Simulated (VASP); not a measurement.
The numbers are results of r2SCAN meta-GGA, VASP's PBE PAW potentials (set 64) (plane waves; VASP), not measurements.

VASP input:

File POSCAR:
```
SiO2
1
    4.1836418269     0.0000000000     0.0000000000
   -0.0000000000     4.1836418269     0.0000000000
    0.0000000000     0.0000000000     2.6721734095
Si O
2 4
Direct
  0.5000000000   0.5000000000   0.5000000000
  0.0000000000   1.0000000000   0.0000000000
  0.6940504611   0.6940504611   0.0000000000
  0.3059495389   0.3059495389   0.0000000000
  0.8059495389   0.1940504611   0.5000000000
  0.1940504611   0.8059495389   0.5000000000
```

KPOINTS_OPT:
```
k-points along high-symmetry lines
6
Line-mode
Reciprocal
  0.000000   0.000000   0.000000 ! GAMMA
  0.000000   0.500000   0.000000 ! X

  0.000000   0.500000   0.000000 ! X
  0.500000   0.500000   0.000000 ! M

  0.500000   0.500000   0.000000 ! M
  0.000000   0.000000   0.000000 ! GAMMA

  0.000000   0.000000   0.000000 ! GAMMA
  0.000000   0.000000   0.500000 ! Z

  0.000000   0.000000   0.500000 ! Z
  0.000000   0.500000   0.500000 ! R

  0.000000   0.500000   0.500000 ! R
  0.500000   0.500000   0.500000 ! A

  0.500000   0.500000   0.500000 ! A
  0.000000   0.000000   0.500000 ! Z

  0.000000   0.500000   0.000000 ! X
  0.000000   0.500000   0.500000 ! R

  0.500000   0.500000   0.000000 ! M
  0.500000   0.500000   0.500000 ! A
```

**INCAR**
```
SYSTEM = SiO2
PREC = Accurate
ENCUT = 520
EDIFF = 1E-7
NELM = 100
ALGO = Normal
LREAL = .FALSE.
LASPH = .TRUE.
ISMEAR = -5
METAGGA = R2SCAN
LMIXTAU = .TRUE.
LWAVE = .FALSE.
LCHARG = .FALSE.
LORBIT = 11
NEDOS = 601
ISIF = 2
```

KPOINTS:
```
Automatic mesh
0
Gamma
6 6 9
0 0 0
```

POTCAR, in this order: Si O (PBE.64 set). Program: vasp_std.

Output

File OSZICAR:
```
       N       E                     dE             d eps       ncg     rms          rms(c)
DAV:   1     0.152877976380E+03    0.15288E+03   -0.18820E+04  2000   0.158E+03
DAV:   2    -0.658706756240E+02   -0.21875E+03   -0.21220E+03  2748   0.335E+02
DAV:   3    -0.728201951293E+02   -0.69495E+01   -0.69322E+01  2400   0.642E+01
DAV:   4    -0.728697275875E+02   -0.49532E-01   -0.49479E-01  2360   0.614E+00
DAV:   5    -0.728702320114E+02   -0.50442E-03   -0.50436E-03  2316   0.613E-01    0.179E+01
DAV:   6    -0.599626240000E+02    0.12908E+02   -0.10559E+01  2268   0.217E+01    0.980E+00
DAV:   7    -0.584378538248E+02    0.15248E+01   -0.19992E+00  2220   0.140E+01    0.335E+00
DAV:   8    -0.614938584302E+02   -0.30560E+01   -0.12344E+00  2176   0.955E+00    0.195E+00
DAV:   9    -0.584185627781E+02    0.30753E+01   -0.94664E-01  2140   0.730E+00    0.670E-01
DAV:  10    -0.586350462593E+02   -0.21648E+00   -0.63188E-02  2304   0.270E+00    0.460E-01
DAV:  11    -0.587414331504E+02   -0.10639E+00   -0.27199E-02  2248   0.138E+00    0.168E-01
DAV:  12    -0.587851840490E+02   -0.43751E-01   -0.20947E-02  2080   0.184E+00    0.118E-01
DAV:  13    -0.587854033826E+02   -0.21933E-03   -0.12470E-03  2212   0.417E-01    0.658E-02
DAV:  14    -0.587859370126E+02   -0.53363E-03   -0.84000E-04  2312   0.219E-01    0.275E-02
DAV:  15    -0.587859661332E+02   -0.29121E-04   -0.80925E-05  2264   0.943E-02    0.111E-02
DAV:  16    -0.587859873723E+02   -0.21239E-04   -0.11775E-05  2160   0.438E-02    0.807E-03
DAV:  17    -0.587859873405E+02    0.31767E-07   -0.29059E-06  2336   0.124E-02    0.374E-03
DAV:  18    -0.587859877717E+02   -0.43114E-06   -0.21081E-07  1432   0.520E-03    0.122E-03
DAV:  19    -0.587859877641E+02    0.75415E-08   -0.13104E-07  1216   0.348E-03
   1 F= -.58785988E+02 E0= -.58785988E+02  d E =0.000000E+00
       N       E                     dE             ncg
       N       E                     dE             ncg
```

### OUTCAR
```
------------------------ aborting loop because EDIFF is reached ----------------------------------------
  FORCE on cell =-STRESS in cart. coord.  units (eV):
  Direction    XX          YY          ZZ          XY          YZ          ZX
  --------------------------------------------------------------------------------------
  Total        0.0033050      0.0033050      0.0528971     -0.0000000      0.0000000      0.0000000
  in kB        0.1132164      0.1132164      1.8120431     -0.0000000      0.0000000      0.0000000
  external PRESSURE =       0.6794920 kB  Pullay stress =       0.0000000 kB
  volume of cell :       46.77
      direct lattice vectors                 reciprocal lattice vectors
     4.183641827  0.000000000  0.000000000     0.239026198  0.000000000  0.000000000
     0.000000000  4.183641827  0.000000000     0.000000000  0.239026198  0.000000000
     0.000000000  0.000000000  2.672173410     0.000000000  0.000000000  0.374227210
 POSITION                                       TOTAL-FORCE (eV/Angst)
 -----------------------------------------------------------------------------------
      2.09182      2.09182      1.33609        -0.000000      0.000000     -0.000000
      0.00000      0.00000      0.00000        -0.000000      0.000000     -0.000000
      2.90366      2.90366      0.00000        -0.000994     -0.000994      0.000000
      1.27998      1.27998      0.00000         0.000994      0.000994     -0.000000
      3.37180      0.81184      1.33609         0.000994     -0.000994     -0.000000
      0.81184      3.37180      1.33609        -0.000994      0.000994     -0.000000
 -----------------------------------------------------------------------------------
    total drift:                                0.000000      0.000000     -0.000000
  FREE ENERGIE OF THE ION-ELECTRON SYSTEM (eV)
  ---------------------------------------------------
  free  energy   TOTEN  =       -58.7859877641 eV

  energy  without entropy=      -58.7859877641  energy(sigma->0) =      -58.78598776

 total charge

# of ion       s       p       d       tot
------------------------------------------
    1        0.570   0.863   0.000   1.433
    2        0.570   0.863   0.000   1.433
    3        1.556   3.720   0.000   5.277
    4        1.556   3.720   0.000   5.277
    5        1.556   3.720   0.000   5.277
    6        1.556   3.720   0.000   5.277
--------------------------------------------------
tot          7.367  16.607   0.000  23.973
```
(Selected blocks of OUTCAR.)

The structure comes from a computed database's SiO2 entry (P4_2/mnm); how it stands against other phases isn't given here. It was relaxed first.
